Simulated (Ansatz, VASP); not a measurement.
## Zn2As: VASP beside Ansatz

```
Zn As
1.0
     5.55026    0.00000    0.00000
     0.00000    5.55026    0.00000
     0.00000    0.00000    5.55026
Zn As
4 2
Cartesian
  1.3876 1.3876 1.3876
  4.1627 4.1627 1.3876
  4.1627 1.3876 4.1627
  1.3876 4.1627 4.1627
  0.0000 0.0000 0.0000
  2.7751 2.7751 2.7751
```

Alike in both runs: functional PBE; k mesh 4 × 4 × 4; occupations gaussian, width 0.1 eV; no spin polarisation.

Ansatz relaxed the structure, and its values are those at the end. VASP's run is a single point on that final structure, the one shown.

```csv
,VASP,Ansatz
version,VASP 6.6.1,Ansatz 0.2.0
potentials or method,"VASP PAW PBE potentials, release 64 (Zn, As)","scalar-relativistic, plane waves, PAW"
plane-wave cutoff (eV),520,420
valence electrons in the cell,58,78
```

```csv
,VASP,Ansatz,Ansatz less VASP
gap on the k mesh at the Fermi level (eV),none,none,-
pressure (GPa),0.4,0.2,-0.18
```

A gap of «none» marks a metal or a gap that the smearing closes. With one functional, cell and mesh, what is left measures potentials, basis and numerics. The two sets of potentials don't hold the same shells in valence.
